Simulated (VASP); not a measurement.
Wanted: the native input for a VASP 6.6.1 run.

```
Task                   : single point
Functional             : PBE
Potentials or basis    : VASP PAW PBE potentials, release 64 (Ta_pv, Te)
Cutoff                 : 520 eV
k mesh                 : 8 × 8 × 8
Occupations            : fermi-dirac, width 0.05 eV
Spin                   : no spin polarisation
Further INCAR settings : ALGO = Normal; EDIFF = 1e-07; NBANDS = 16
```

The structure of TaTe lies in POSCAR:

```
TaTe
1.0
    3.4200900000      0.0000000000      0.0000000000
    0.0000000000      3.4200900000      0.0000000000
    0.0000000000      0.0000000000      3.4200900000
Ta Te
1 1
Direct
    0.5000000000      0.5000000000      0.5000000000
    0.0000000000      0.0000000000      0.0000000000
```

The cell was built by a generator and needn't be a form met in nature.

One way to write it, as run:

INCAR

```
PREC = Accurate ; ENCUT = 520
EDIFF = 1E-7 ; ISMEAR = -1
SIGMA = 0.05 ; LREAL = False
LASPH = True ; NELM = 100
ALGO = Normal ; ISIF = 2
LWAVE = False ; LCHARG = False
GGA = PE ; NBANDS = 16
```

KPOINTS

```
Automatic mesh
0
Gamma
  8 8 8
```

Potentials or basis: VASP PAW PBE potentials, release 64 (Ta_pv, Te).

Command:

```sh
$ cat potpaw_PBE.64/Ta_pv/POTCAR potpaw_PBE.64/Te/POTCAR > POTCAR
$ mpirun -np 1 vasp_std > vasp.out
```

Results of the run:

```json
{
  "Pressure": "0.1 GPa",
  "Band gap on the k mesh": "none (metal or under the smearing width)"
}
```

Run time: 15 s on 1 thread of AMD EPYC 9R45 (Zen 5) (shared host), peak memory 0.14 GiB.
